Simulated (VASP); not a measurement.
Level of theory: HSE06 screened hybrid, VASP's PBE PAW potentials (set 64) (plane waves; VASP).

A VASP calculation is set up with these files.

**INCAR**
```
AEXX = 0.25
ALGO = Normal
EDIFF = 1E-6
ENCUT = 400
GGA = PE
HFSCREEN = 0.2
ISIF = 2
ISMEAR = 0
ISYM = 3
LASPH = .True.
LCHARG = .False.
LHFCALC = .True.
LMAXMIX = 4
LREAL = .False.
LWAVE = .False.
NELM = 100
PREC = Accurate
PRECFOCK = Fast
SIGMA = 0.05
SYSTEM = Te
```

**POSCAR**
```
Te
3.4271740
  1.0000000000   0.0000000000   0.0000000000
 -0.5000000000   0.8660254776   0.0000000000
  0.0000000000   0.0000000000   1.6235939582
Te
2
Cartesian
 -0.0000005000   0.5773506070   0.4058984895
  0.5000005000   0.2886748705   1.2176954686
```

File KPOINTS:
```
Automatic mesh
0
Gamma
2 2 2
0 0 0
```

POTCAR, in this order: Te (PBE.64 set). Program: vasp_std.

Output of the run:

**OSZICAR**
```
...
DAV:  12    -0.615558289362E+01   -0.23138E-02   -0.20530E-02    84   0.546E-01    0.680E-01
DAV:  13    -0.615284543783E+01    0.27375E-02   -0.12865E-02    84   0.618E-01    0.512E-01
DAV:  14    -0.615673345558E+01   -0.38880E-02   -0.23833E-02    88   0.260E-01    0.483E-01
DAV:  15    -0.615222647910E+01    0.45070E-02   -0.61531E-02    82   0.866E-01    0.497E-01
DAV:  16    -0.615648875499E+01   -0.42623E-02   -0.15394E-02    80   0.533E-01    0.373E-01
DAV:  17    -0.616010921692E+01   -0.36205E-02   -0.19711E-01    82   0.116E+00    0.950E-01
DAV:  18    -0.614712994930E+01    0.12979E-01   -0.48145E-02    82   0.134E+00    0.397E-01
DAV:  19    -0.618134264705E+01   -0.34213E-01   -0.36026E-01    86   0.101E+00    0.106E+00
DAV:  20    -0.613421211723E+01    0.47131E-01   -0.18509E-01    82   0.212E+00    0.406E-01
DAV:  21    -0.619684504721E+01   -0.62633E-01   -0.36211E-01    86   0.837E-01    0.119E+00
DAV:  22    -0.612847828177E+01    0.68367E-01   -0.44370E-01    82   0.259E+00    0.604E-01
DAV:  23    -0.618963627152E+01   -0.61158E-01   -0.17275E-01    80   0.962E-01    0.110E+00
DAV:  24    -0.615079182454E+01    0.38844E-01   -0.79001E-01    82   0.264E+00    0.117E+00
DAV:  25    -0.615401026264E+01   -0.32184E-02   -0.69916E-02    80   0.194E+00    0.755E-01
DAV:  26    -0.621040251331E+01   -0.56392E-01   -0.12199E+00    82   0.255E+00    0.179E+00
DAV:  27    -0.609519629501E+01    0.11521E+00   -0.38571E-01    80   0.331E+00    0.708E-01
DAV:  28    -0.627195190649E+01   -0.17676E+00   -0.13039E+00    86   0.173E+00    0.182E+00
DAV:  29    -0.608009925391E+01    0.19185E+00   -0.81202E-01    82   0.394E+00    0.553E-01
DAV:  30    -0.625554107916E+01   -0.17544E+00   -0.65304E-01    82   0.128E+00    0.150E+00
DAV:  31    -0.611974476580E+01    0.13580E+00   -0.11366E+00    82   0.369E+00    0.101E+00
DAV:  32    -0.619962052766E+01   -0.79876E-01   -0.13886E-01    80   0.169E+00    0.106E+00
DAV:  33    -0.618794783965E+01    0.11673E-01   -0.14093E+00    82   0.309E+00    0.143E+00
DAV:  34    -0.614963951500E+01    0.38308E-01   -0.15414E-01    80   0.261E+00    0.900E-01
DAV:  35    -0.624047036442E+01   -0.90831E-01   -0.15150E+00    86   0.262E+00    0.159E+00
DAV:  36    -0.612793600778E+01    0.11253E+00   -0.30356E-01    80   0.320E+00    0.675E-01
DAV:  37    -0.626036797037E+01   -0.13243E+00   -0.14722E+00    86   0.237E+00    0.167E+00
DAV:  38    -0.612479733844E+01    0.13557E+00   -0.36329E-01    80   0.336E+00    0.730E-01
DAV:  39    -0.626021917067E+01   -0.13542E+00   -0.13285E+00    86   0.228E+00    0.160E+00
DAV:  40    -0.613285419528E+01    0.12736E+00   -0.34395E-01    80   0.324E+00    0.591E-01
DAV:  41    -0.625399693903E+01   -0.12114E+00   -0.12014E+00    86   0.217E+00    0.151E+00
DAV:  42    -0.614123408542E+01    0.11276E+00   -0.30683E-01    80   0.306E+00    0.615E-01
DAV:  43    -0.624441097895E+01   -0.10318E+00   -0.10240E+00    86   0.209E+00    0.138E+00
DAV:  44    -0.615500997533E+01    0.89401E-01   -0.24569E-01    80   0.277E+00    0.679E-01
DAV:  45    -0.623326129175E+01   -0.78251E-01   -0.86168E-01    86   0.197E+00    0.125E+00
DAV:  46    -0.616461654385E+01    0.68645E-01   -0.19411E-01    80   0.250E+00    0.556E-01
DAV:  47    -0.622423729980E+01   -0.59621E-01   -0.69331E-01    86   0.189E+00    0.114E+00
DAV:  48    -0.617799983839E+01    0.46237E-01   -0.13798E-01    80   0.213E+00    0.688E-01
DAV:  49    -0.621304598095E+01   -0.35046E-01   -0.50608E-01    86   0.172E+00    0.907E-01
DAV:  50    -0.618940170787E+01    0.23644E-01   -0.83318E-02    80   0.173E+00    0.485E-01
DAV:  51    -0.620473462362E+01   -0.15333E-01   -0.33211E-01    86   0.164E+00    0.698E-01
DAV:  52    -0.620118761529E+01    0.35470E-02   -0.43392E-02    80   0.119E+00    0.629E-01
DAV:  53    -0.619875581728E+01    0.24318E-02   -0.17404E-01    84   0.129E+00    0.495E-01
DAV:  54    -0.620772475968E+01   -0.89689E-02   -0.35950E-02    80   0.705E-01    0.419E-01
DAV:  55    -0.619934231510E+01    0.83824E-02   -0.58314E-02    82   0.954E-01    0.265E-01
DAV:  56    -0.620610329920E+01   -0.67610E-02   -0.32480E-02    88   0.438E-01    0.348E-01
DAV:  57    -0.620365026728E+01    0.24530E-02   -0.11848E-02    82   0.511E-01    0.234E-01
DAV:  58    -0.620398952839E+01   -0.33926E-03   -0.15357E-02    86   0.433E-01    0.214E-01
DAV:  59    -0.620498409622E+01   -0.99457E-03   -0.51358E-03    82   0.208E-01    0.164E-01
DAV:  60    -0.620458633523E+01    0.39776E-03   -0.41327E-03    82   0.252E-01    0.151E-01
DAV:  61    -0.620484533238E+01   -0.25900E-03   -0.30026E-03    86   0.177E-01    0.196E-01
DAV:  62    -0.620502306346E+01   -0.17773E-03   -0.13025E-03    80   0.103E-01    0.150E-01
DAV:  63    -0.620506277702E+01   -0.39714E-04   -0.98278E-04    82   0.103E-01    0.877E-02
DAV:  64    -0.620516364282E+01   -0.10087E-03   -0.69095E-04    86   0.705E-02    0.625E-02
DAV:  65    -0.620525006754E+01   -0.86425E-04   -0.48887E-04    84   0.395E-02    0.545E-02
DAV:  66    -0.620531815814E+01   -0.68091E-04   -0.43010E-04    86   0.362E-02    0.509E-02
DAV:  67    -0.620538633918E+01   -0.68181E-04   -0.38921E-04    88   0.299E-02    0.447E-02
DAV:  68    -0.620545019008E+01   -0.63851E-04   -0.34987E-04    86   0.230E-02    0.462E-02
DAV:  69    -0.620550848999E+01   -0.58300E-04   -0.32469E-04    88   0.238E-02    0.475E-02
DAV:  70    -0.620556268944E+01   -0.54199E-04   -0.30000E-04    86   0.219E-02    0.480E-02
DAV:  71    -0.620561311384E+01   -0.50424E-04   -0.27595E-04    86   0.187E-02    0.497E-02
DAV:  72    -0.620566031018E+01   -0.47196E-04   -0.25631E-04    84   0.173E-02    0.492E-02
DAV:  73    -0.620570482913E+01   -0.44519E-04   -0.23978E-04    84   0.166E-02    0.474E-02
DAV:  74    -0.620574700035E+01   -0.42171E-04   -0.22536E-04    84   0.158E-02    0.465E-02
DAV:  75    -0.620578698879E+01   -0.39988E-04   -0.21261E-04    84   0.151E-02    0.465E-02
DAV:  76    -0.620582486954E+01   -0.37881E-04   -0.20084E-04    74   0.145E-02    0.468E-02
DAV:  77    -0.620586070500E+01   -0.35835E-04   -0.19031E-04    82   0.143E-02    0.474E-02
DAV:  78    -0.620589455481E+01   -0.33850E-04   -0.17962E-04    74   0.135E-02    0.476E-02
DAV:  79    -0.620592660311E+01   -0.32048E-04   -0.17021E-04    72   0.133E-02    0.476E-02
DAV:  80    -0.620595701547E+01   -0.30412E-04   -0.16084E-04    72   0.126E-02    0.471E-02
DAV:  81    -0.620598586102E+01   -0.28846E-04   -0.15261E-04    72   0.125E-02    0.468E-02
DAV:  82    -0.620601319792E+01   -0.27337E-04   -0.14430E-04    64   0.119E-02    0.462E-02
DAV:  83    -0.620603909491E+01   -0.25897E-04   -0.13683E-04    70   0.119E-02    0.459E-02
DAV:  84    -0.620606358248E+01   -0.24488E-04   -0.12913E-04    64   0.112E-02    0.452E-02
DAV:  85    -0.620608669713E+01   -0.23115E-04   -0.12208E-04    52   0.112E-02    0.443E-02
DAV:  86    -0.620610854708E+01   -0.21850E-04   -0.11521E-04    56   0.109E-02    0.435E-02
DAV:  87    -0.620612917172E+01   -0.20625E-04   -0.10864E-04    54   0.106E-02    0.426E-02
DAV:  88    -0.620614862663E+01   -0.19455E-04   -0.10237E-04    52   0.102E-02    0.416E-02
DAV:  89    -0.620616694942E+01   -0.18323E-04   -0.96434E-05    52   0.995E-03    0.407E-02
DAV:  90    -0.620618421942E+01   -0.17270E-04   -0.90685E-05    50   0.964E-03    0.396E-02
DAV:  91    -0.620620043374E+01   -0.16214E-04   -0.85181E-05    52   0.938E-03    0.385E-02
DAV:  92    -0.620621564325E+01   -0.15210E-04   -0.79905E-05    48   0.905E-03    0.372E-02
DAV:  93    -0.620622993907E+01   -0.14296E-04   -0.74975E-05    56   0.879E-03    0.361E-02
DAV:  94    -0.620624336956E+01   -0.13430E-04   -0.70254E-05    48   0.847E-03    0.349E-02
DAV:  95    -0.620625593715E+01   -0.12568E-04   -0.65781E-05    50   0.824E-03    0.337E-02
DAV:  96    -0.620626772707E+01   -0.11790E-04   -0.61515E-05    48   0.793E-03    0.325E-02
DAV:  97    -0.620627875185E+01   -0.11025E-04   -0.57519E-05    50   0.771E-03    0.314E-02
DAV:  98    -0.620628906642E+01   -0.10315E-04   -0.53706E-05    48   0.740E-03    0.301E-02
DAV:  99    -0.620629870420E+01   -0.96378E-05   -0.50153E-05    48   0.718E-03    0.290E-02
DAV: 100    -0.620630770221E+01   -0.89980E-05   -0.46765E-05    40   0.688E-03
   1 F= -.62063077E+01 E0= -.62014870E+01  d E =-.964140E-02
```

**OUTCAR**
```
------------------------ aborting loop EDIFF was not reached (unconverged)  ----------------------------
  FORCE on cell =-STRESS in cart. coord.  units (eV):
  Direction    XX          YY          ZZ          XY          YZ          ZX
  --------------------------------------------------------------------------------------
  Total        0.0056571      0.0056571     -1.0937620      0.0000000      0.0000000      0.0000000
  in kB        0.1601345      0.1601345    -30.9611350      0.0000000      0.0000000      0.0000000
  external PRESSURE =     -10.2136220 kB  Pullay stress =       0.0000000 kB
  volume of cell :       56.60
      direct lattice vectors                 reciprocal lattice vectors
     3.427174000  0.000000000  0.000000000     0.291785594  0.168462477  0.000000000
    -1.713587000  2.968020000  0.000000000     0.000000000  0.336924953  0.000000000
     0.000000000  0.000000000  5.564339000     0.000000000  0.000000000  0.179715866
 POSITION                                       TOTAL-FORCE (eV/Angst)
 -----------------------------------------------------------------------------------
     -0.00000      1.97868      1.39108         0.000000      0.000000      0.000000
      1.71359      0.98934      4.17325        -0.000000     -0.000000      0.000000
 -----------------------------------------------------------------------------------
    total drift:                                0.000000      0.000000     -0.000013
  FREE ENERGIE OF THE ION-ELECTRON SYSTEM (eV)
  ---------------------------------------------------
  free  energy   TOTEN  =        -6.2063077022 eV

  energy  without entropy=       -6.1966663066  energy(sigma->0) =       -6.20148700

  exchange ACFDT corr.  =         0.00000000  see jH, gK, PRB 81, 115126
```
(Selected blocks of OUTCAR.)

stdout:
```
...
DAV:  81    -0.620598586102E+01   -0.28846E-04   -0.15261E-04    72   0.125E-02    0.468E-02
DAV:  82    -0.620601319792E+01   -0.27337E-04   -0.14430E-04    64   0.119E-02    0.462E-02
DAV:  83    -0.620603909491E+01   -0.25897E-04   -0.13683E-04    70   0.119E-02    0.459E-02
DAV:  84    -0.620606358248E+01   -0.24488E-04   -0.12913E-04    64   0.112E-02    0.452E-02
DAV:  85    -0.620608669713E+01   -0.23115E-04   -0.12208E-04    52   0.112E-02    0.443E-02
DAV:  86    -0.620610854708E+01   -0.21850E-04   -0.11521E-04    56   0.109E-02    0.435E-02
DAV:  87    -0.620612917172E+01   -0.20625E-04   -0.10864E-04    54   0.106E-02    0.426E-02
DAV:  88    -0.620614862663E+01   -0.19455E-04   -0.10237E-04    52   0.102E-02    0.416E-02
DAV:  89    -0.620616694942E+01   -0.18323E-04   -0.96434E-05    52   0.995E-03    0.407E-02
DAV:  90    -0.620618421942E+01   -0.17270E-04   -0.90685E-05    50   0.964E-03    0.396E-02
DAV:  91    -0.620620043374E+01   -0.16214E-04   -0.85181E-05    52   0.938E-03    0.385E-02
DAV:  92    -0.620621564325E+01   -0.15210E-04   -0.79905E-05    48   0.905E-03    0.372E-02
DAV:  93    -0.620622993907E+01   -0.14296E-04   -0.74975E-05    56   0.879E-03    0.361E-02
DAV:  94    -0.620624336956E+01   -0.13430E-04   -0.70254E-05    48   0.847E-03    0.349E-02
DAV:  95    -0.620625593715E+01   -0.12568E-04   -0.65781E-05    50   0.824E-03    0.337E-02
DAV:  96    -0.620626772707E+01   -0.11790E-04   -0.61515E-05    48   0.793E-03    0.325E-02
DAV:  97    -0.620627875185E+01   -0.11025E-04   -0.57519E-05    50   0.771E-03    0.314E-02
DAV:  98    -0.620628906642E+01   -0.10315E-04   -0.53706E-05    48   0.740E-03    0.301E-02
DAV:  99    -0.620629870420E+01   -0.96378E-05   -0.50153E-05    48   0.718E-03    0.290E-02
DAV: 100    -0.620630770221E+01   -0.89980E-05   -0.46765E-05    40   0.688E-03

 -----------------------------------------------------------------------------
|                                                                             |
|           W    W    AA    RRRRR   N    N  II  N    N   GGGG   !!!           |
|           W    W   A  A   R    R  NN   N  II  NN   N  G    G  !!!           |
|           W    W  A    A  R    R  N N  N  II  N N  N  G       !!!           |
|           W WW W  AAAAAA  RRRRR   N  N N  II  N  N N  G  GGG   !            |
|           WW  WW  A    A  R   R   N   NN  II  N   NN  G    G                |
|           W    W  A    A  R    R  N    N  II  N    N   GGGG   !!!           |
|                                                                             |
|     The electronic self-consistency was not achieved in the given           |
|     number of steps (NELM). The forces and other quantities evaluated       |
|     might not be reliable so examine the results carefully. If you find     |
|     spurious results, we suggest increasing NELM, if you were close to      |
|     convergence or switching to a different ALGO or adjusting the           |
|     density mixing parameters otherwise.                                    |
|                                                                             |
 -----------------------------------------------------------------------------

   1 F= -.62063077E+01 E0= -.62014870E+01  d E =-.964140E-02
```

Convergence was not reached.

The structure was generated: Te was put into the hcp type (P6_3/mmc), which need not be its known phase. The cell was not relaxed at this level. The k-mesh is coarse (spacing up to 1.06 per Å, 2π included), so the numbers may not be converged in it.
